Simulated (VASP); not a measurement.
Energy against volume of PbTe (rock salt). Computed with revTPSS meta-GGA, VASP's PBE PAW potentials (set 64) (plane waves; VASP). Settings: 520 eV cut-off, 7×7×7 Γ-centred mesh, Gaussian smearing of 0.050 eV, potentials Te Pb_d.

| V (Å³/atom) | E (eV/atom) |
|---|---|
| 33.350 | 27.82867 |
| 34.381 | 27.82434 |
| 35.413 | 27.82799 |
| 36.444 | 27.83842 |

### Question
Fit these four points and predict the energy of the run at 32.319 Å³/atom.

### Answer
A cubic in V^(−2/3), the third-order Birch-Murnaghan form, passes through the four points with V0 = 34.40 Å³/atom and B0 = 41 GPa, and gives 27.8424 eV/atom there. The run gave 27.8424 eV/atom, -0.0 meV/atom from the fit; all five points give B0 = 41 GPa.

The compound is PbTe in the rock salt structure. It was relaxed first.
